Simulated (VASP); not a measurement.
Given:

```
BaCd2As2
1.0
    4.59244     0.00000     0.00000
   -2.29622     3.97717     0.00000
    0.00000     0.00000     7.75750
Ba Cd As
1 2 2
Direct
  0.00000   0.00000   0.00000
  0.66667   0.33333   0.37071
  0.33333   0.66667   0.62929
  0.66667   0.33333   0.73793
  0.33333   0.66667   0.26207
```

Computed with HSE06 screened hybrid, VASP's PBE PAW potentials (set 64) (plane waves; VASP 6.6.1). Settings: 400 eV cut-off, 4×4×2 Γ-centred mesh, Gaussian smearing of 0.050 eV, potentials Ba_sv Cd As.

Unless said otherwise, spin-orbit coupling is left out, though it shifts the bands of the heavy elements here.

Q: What does the run give for the energy per atom (σ→0), pressure, largest force, band gap (over the mesh, the named points and PBE's band edges) with the smallest direct gap where there is one?

A: 
The band gap (over the mesh, the named points and PBE's band edges) is 0.83 eV and the smallest direct gap (over the mesh, the named points and PBE's band edges) comes out as 0.83 eV. The energy per atom (σ→0) is -3.713 eV/atom. The pressure is -12.5 kbar and the largest force is 0.097 eV/Å.

Total energies compare only between runs with the same potentials, cut-off and functional.

The structure comes from a computed database's BaCd2As2 entry (P-3m1); how it stands against other phases isn't given here. It was relaxed first.
